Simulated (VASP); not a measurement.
Data:

```
WC
1.0
    1.45270    -2.51615     0.00000
    1.45270     2.51615     0.00000
    0.00000     0.00000     2.83386
W C
1 1
Direct
  0.00000   0.00000   0.00000
  0.33333   0.66667   0.50000
```

The numbers are results of PBE GGA with D3 dispersion (Becke-Johnson damping), VASP's PBE PAW potentials (set 64) (plane waves; VASP), not measurements. Settings: 520 eV cut-off, 16×16×14 Γ-centred mesh, tetrahedra with Blöchl corrections, potentials W_sv C.

Unless said otherwise, spin-orbit coupling is left out, though it shifts the bands of the heavy elements here.

Question: What does the run give for the energy per atom (σ→0), band gap (on the k-mesh) with the smallest direct gap where there is one?

Answer: 
The band gap (on the k-mesh) comes out as none (metal, semimetal or under 0.01 eV) and the energy per atom (σ→0) is -11.683 eV/atom.

The compound is WC in the wc structure. It was relaxed first.
